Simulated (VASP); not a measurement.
Input:

```
CELL_PARAMETERS angstrom
      0.00000     2.93294     2.93294
      2.93294     0.00000     2.93294
      2.93294     2.93294     0.00000
ATOMIC_POSITIONS crystal
  Sc 0.00000 0.00000 0.00000
  B  0.25000 0.25000 0.25000
```

Calculation: PBEsol GGA, VASP's PBE PAW potentials (set 64) (plane waves; VASP 6.6.1). Numerical set-up: 520 eV cut-off, 10×10×10 Γ-centred mesh, first-order Methfessel-Paxton smearing of 0.10 eV, potentials Sc_sv B.

Energy and stress use the plane-wave basis of the starting cell.

Q: The ions, cell shape and volume are relaxed. Predict the relaxed structure.

A: 
```
CELL_PARAMETERS angstrom
      0.00000     2.66501     2.66501
      2.66501     0.00000     2.66501
      2.66501     2.66501     0.00000
ATOMIC_POSITIONS crystal
  Sc 0.00000 0.00000 0.00000
  B  0.25000 0.25000 0.25000
```
Space group F-43m (216), at a tolerance of 0.03 Å.

Q: How do energy and volume change from the first to the last step?

A: The energy (σ→0) changes by -280.4 meV/atom and the volume by -25.0 %, in 5 ionic steps.

| step | E(σ→0) (eV) | max force (eV/Å) | pressure (GPa) | volume (Å³) |
|---|---|---|---|---|
| 1 | -11.0027 | 0.000 | -11.44 | 50.46 |
| 2 | -11.5617 | 0.000 | -0.98 | 38.41 |
| 3 | -11.5635 | 0.000 | -0.09 | 37.88 |
| 4 | -11.5634 | 0.000 | 0.31 | 37.65 |
| 5 | -11.5635 | 0.000 | -0.04 | 37.86 |

The structure was generated: ScB was put into the zinc blende type (F-43m), which need not be its known phase. This run relaxes it. Symmetry was kept, so distortions that lower it aren't found.
